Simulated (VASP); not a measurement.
SrTiO3: transverse stress against strain

SrTiO3 (cubic perovskite, Pm-3m, 11.984 Å³/atom and stress up to 0.13 GPa in the relaxed cell, cube axes along x, y and z) under a strain ε along a cube axis (axis z), the other axes held. r2SCAN in VASP (plane waves, PAW), 600 eV, 8×8×8 Γ-centred mesh, Gaussian smearing 0.05 eV; ions are relaxed, or left where forces stay under 0.02 eV/Å, within the symmetry of each cell. Stress is positive for a compressed cell.

Here s stands for strain and y for stress xx.

```csv
strain (%),stress xx (GPa)
-3.00,?
-1.50,1.53
-1.00,0.97
-0.50,0.41
0.00,-0.13
0.50,-0.67
1.00,-1.18
1.50,-1.67
```

Task: Fit y against s with a straight line, and predict the withheld value at s = -3.00.

Result: Means: s 0, y -0.106. About the means, the sum of products is -7.4900 and the sum of squares of s is 7.0000; the slope is their ratio. Least squares gives y = -0.106 - 1.0700·s. Residuals (row less fit): 0.031, 0.006, -0.019, -0.024, -0.029, -0.004, 0.041; standard error 0.030 (degrees of freedom: 5). The slope gives the elastic constant C12 = 107 ± 1 GPa (± standard error of the fit, which holds the terms cut off). At the withheld row, y = -0.106 - 1.0700 × (-3.0) = 3.104 GPa. The calculation gives 3.32 GPa, 0.216 GPa above the prediction (4.3 % of the range of y in the table). The row lies outside the fitted rows, so this is an extrapolation. From the scatter of the fitted rows alone, a prediction at this place has a standard error of 0.047 GPa, so the miss is 4.6 times that.

A polynomial of degree 2 through the 12 other runs of the series gives 3.31 there, so most of the miss is curvature that the fit leaves out. The primitive cell can neither tilt nor turn polar against its symmetry, as such crystals can under strain. SrTiO3 is here the ideal cubic form; the compound distorts at low or room temperature. Rows are the converged runs of the series near zero and its far end, less any whose ions stayed unrelaxed beside relaxed ones; series whose fitted rows scatter by over a few per cent of the range, as at a crossing or softening among them, aren't shown in this form. Most that stay on the fit to the last digits aren't either.
